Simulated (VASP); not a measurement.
Computed with PBE GGA, VASP's PBE PAW potentials (set 64) (plane waves; VASP).

Input for VASP

**KPOINTS**
```
Automatic mesh
0
Gamma
14 14 14
0 0 0
```

INCAR:
```
ALGO=Normal
EDIFF=1E-7
ENCUT=480
GGA=PE
ISIF=2
ISMEAR=1
LASPH=.TRUE.
LCHARG=.FALSE.
LMAXMIX=6
LREAL=.FALSE.
LWAVE=.FALSE.
NELM=100
PREC=Accurate
SIGMA=0.1
SYSTEM=W
```

POSCAR:
```
W
1.0
 -1.6413638460   1.6413638460   1.6413638460
  1.6413638460  -1.6413638460   1.6413638460
  1.6413638460   1.6413638460  -1.6413638460
W
1
Direct
  0.0000000000   0.0000000000   0.0000000000
```

POTCAR, in this order: W_sv (PBE.64 set). Program: vasp_std.

Output of the run:

**OUTCAR**
```
 ion  position               nearest neighbor table
   1  0.000  0.000  0.000-
  LATTYP: Found a body centered cubic cell.
 ALAT       =     3.2827276920
 Subroutine PRICEL returns:
 Original cell was already a primitive cell.
 Subroutine GETGRP returns: Found 48 space group operations
The static configuration has the point symmetry O_h .
The dynamic configuration has the point symmetry O_h .
 Subroutine INISYM returns: Found 48 space group operations
 Subroutine IBZKPT returns following result:
 Found    104 irreducible k-points:

 Following reciprocal coordinates:
            Coordinates               Weight
  0.000000  0.000000  0.000000      1.000000
  0.071429  0.000000  0.000000     12.000000
  0.142857  0.000000  0.000000     12.000000
  0.214286  0.000000  0.000000     12.000000
  0.285714  0.000000  0.000000     12.000000
  0.357143  0.000000  0.000000     12.000000
  0.428571  0.000000  0.000000     12.000000
  0.500000  0.000000  0.000000      6.000000
  0.071429  0.071429  0.000000     24.000000
  0.142857  0.071429 -0.000000     48.000000
...
```

File OSZICAR:
```
       N       E                     dE             d eps       ncg     rms          rms(c)
DAV:   1     0.712043680758E+02    0.71204E+02   -0.74746E+03  2328   0.134E+03
DAV:   2    -0.120291307511E+02   -0.83233E+02   -0.80150E+02  2480   0.314E+02
DAV:   3    -0.135407162651E+02   -0.15116E+01   -0.14914E+01  2605   0.423E+01
DAV:   4    -0.135497732870E+02   -0.90570E-02   -0.90559E-02  2483   0.354E+00
DAV:   5    -0.135498548158E+02   -0.81529E-04   -0.81529E-04  2569   0.342E-01    0.171E+01
DAV:   6    -0.129749210206E+02    0.57493E+00   -0.75152E-01  2411   0.111E+01    0.606E+00
DAV:   7    -0.128382155793E+02    0.13671E+00   -0.35029E-01  2531   0.704E+00    0.905E-01
DAV:   8    -0.128336797859E+02    0.45358E-02   -0.37282E-03  2321   0.875E-01    0.116E-01
DAV:   9    -0.128336494737E+02    0.30312E-04   -0.18013E-04  2612   0.163E-01    0.506E-02
DAV:  10    -0.128336481735E+02    0.13002E-05   -0.11982E-05  2420   0.484E-02    0.139E-02
DAV:  11    -0.128336487428E+02   -0.56924E-06   -0.47494E-07  2549   0.689E-03    0.646E-04
DAV:  12    -0.128336485597E+02    0.18309E-06   -0.13460E-08  1264   0.124E-03    0.171E-04
DAV:  13    -0.128336485647E+02   -0.50309E-08   -0.70362E-10  1222   0.393E-04
   1 F= -.12833649E+02 E0= -.12833674E+02  d E =0.757707E-04
```

File OUTCAR:
```
------------------------ aborting loop because EDIFF is reached ----------------------------------------
  FORCE on cell =-STRESS in cart. coord.  units (eV):
  Direction    XX          YY          ZZ          XY          YZ          ZX
  --------------------------------------------------------------------------------------
  Total       -2.4908857     -2.4908857     -2.4908857     -0.0000000     -0.0000000      0.0000000
  in kB     -225.6263457   -225.6263457   -225.6263457     -0.0000000     -0.0000000      0.0000000
  external PRESSURE =    -225.6263457 kB  Pullay stress =       0.0000000 kB
  volume of cell :       17.69
      direct lattice vectors                 reciprocal lattice vectors
    -1.641363846  1.641363846  1.641363846     0.000000000  0.304624719  0.304624719
     1.641363846 -1.641363846  1.641363846     0.304624719  0.000000000  0.304624719
     1.641363846  1.641363846 -1.641363846     0.304624719  0.304624719  0.000000000
 POSITION                                       TOTAL-FORCE (eV/Angst)
 -----------------------------------------------------------------------------------
      0.00000      0.00000      0.00000         0.000000      0.000000     -0.000000
 -----------------------------------------------------------------------------------
    total drift:                                0.000000     -0.000000      0.000000
  FREE ENERGIE OF THE ION-ELECTRON SYSTEM (eV)
  ---------------------------------------------------
  free  energy   TOTEN  =       -12.8336485647 eV

  energy  without entropy=      -12.8337243354  energy(sigma->0) =      -12.83367382
```
(Selected blocks of OUTCAR.)

OUTCAR:
```
 val. band max:        9.9802456275   @ k =  -0.4286   0.5000   0.2857

 cond. band min:      10.0328890157   @ k =   0.5000   0.5000   0.2857


 Fermi energy:        10.0027506401

 k-point     1 :       0.0000    0.0000    0.0000
  band No.  band energies     occupation
      1     -64.4372      2.00000
      2     -28.1306      2.00000
      3     -28.1306      2.00000
      4     -28.1306      2.00000
      5       0.9022      2.00000
      6       8.8504      2.00000
      7       8.8504      2.00000
      8       8.8504      2.00000
      9      11.9154     -0.00000
     10      11.9154     -0.00000
     11      24.1775      0.00000

 k-point     2 :       0.0714    0.0000    0.0000
  band No.  band energies     occupation
      1     -64.4330      2.00000
      2     -28.1772      2.00000
      3     -28.1456      2.00000
      4     -28.1306      2.00000
      5       1.1185      2.00000
      6       8.7248      2.00000
      7       8.8210      2.00000
      8       9.0560      2.00000
      9      11.7278     -0.00000
     10      11.9189     -0.00000
     11      24.3474      0.00000

 k-point     3 :       0.1429    0.0000    0.0000
  band No.  band energies     occupation
      1     -64.4218      2.00000
      2     -28.3064      2.00000
      3     -28.1875      2.00000
      4     -28.1309      2.00000
      5       1.7333      2.00000
      6       8.3925      2.00000
      7       8.6781      2.00000
      8       9.6614      2.00002
      9      11.3989     -0.00000
     10      11.9432     -0.00000
     11      24.6712      0.00000

 k-point     4 :       0.2143    0.0000    0.0000
  band No.  band energies     occupation
      1     -64.4055      2.00000
      2     -28.4891      2.00000
      3     -28.2474      2.00000
      4     -28.1313      2.00000
      5       2.6290      2.00000
      6       7.9553      2.00000
      7       8.3989      2.00000
      8      10.6311     -0.00000
      9      11.2993     -0.00000
...
```

Unless said otherwise, spin-orbit coupling is left out, though it shifts the bands of the heavy elements here.

The compound is W in the bcc structure. This cell was strained or had an atom moved on purpose.
